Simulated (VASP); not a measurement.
VASP runs on Ta (bcc) share one base input (PBE GGA, plane waves, VASP's PBE PAW potentials (set 64)) and change the settings named in each case.

File KPOINTS:
```
Automatic
0
gamma
 14 14 14
0 0 0
```

### POSCAR
```
Ta
1
   -1.6500000000     1.6500000000     1.6500000000
    1.6500000000    -1.6500000000     1.6500000000
    1.6500000000     1.6500000000    -1.6500000000
Ta
1
Direct
  0.0000000000   0.0000000000   0.0000000000
```

**INCAR**
```
SYSTEM = Ta
PREC = Accurate
ENCUT = 400
EDIFF = 1E-6
NELM = 100
ALGO = Normal
LREAL = .FALSE.
LASPH = .TRUE.
ISMEAR = 1
SIGMA = 0.1
GGA = PE
LMAXMIX = 6
LWAVE = .FALSE.
LCHARG = .FALSE.
ISIF = 2
```

POTCAR, in this order: Ta_pv (PBE.64 set). Program: vasp_std.

| change | electronic steps |
|---|---|
| base run | 12 |
| AMIX = 0.2, BMIX = 0.0001, IMIX = 4 | 11 |
| AMIX = 0.2, BMIX = 0.0001, IMIX = 1 | 26 |
| AMIX = 1.0, BMIX = 0.0001, IMIX = 1 | 19 |
| AMIX = 1.0, BMIX = 1.0, IMIX = 4 | 12 |
| AMIX = 0.6, BMIX = 0.0001, IMIX = 4 | 11 |
 Unless said otherwise, spin-orbit coupling is left out, though it shifts the bands of the heavy elements here.

Left out are runs that ran out of time, are held back, or changed the cell or the kind of run, fixed moments of cells without a moment, rows past the twelfth, gaps on odd meshes, pressures of charged cells and columns that move by less than the noise.

The compound is Ta in the bcc structure. The cell was not relaxed at this level.
